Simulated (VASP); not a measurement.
## CaSi₂ (space group P6/mmm): computed properties

All values below come from PBEsol GGA, VASP's PBE PAW potentials (set 64) (plane waves; VASP 6.6.1).

- space group: P6/mmm (191)
- cell: a = b = 4.0549 Å, c = 4.1790 Å, α = β = 90.00°, γ = 120.00°
- volume per atom: 19.84 Å^3/atom
- band gap (over mesh and band path): none (metal, semimetal or under 0.01 eV)
- density: 2.69 g/cm³

```xyz
3
Lattice="4.0549 0.0000 0.0000 -2.0275 3.5117 0.0000 0.0000 0.0000 4.1790" Properties=species:S:1:pos:R:3 pbc="T T T"
Ca     0.0000     0.0000     4.1790
Si     0.0000     2.3411     2.0895
Si     2.0275     1.1706     2.0895
```

The structure comes from a computed database's CaSi2 entry (P6/mmm); how it stands against other phases isn't given here. It was relaxed first. Symmetry was kept, so distortions that lower it aren't found.
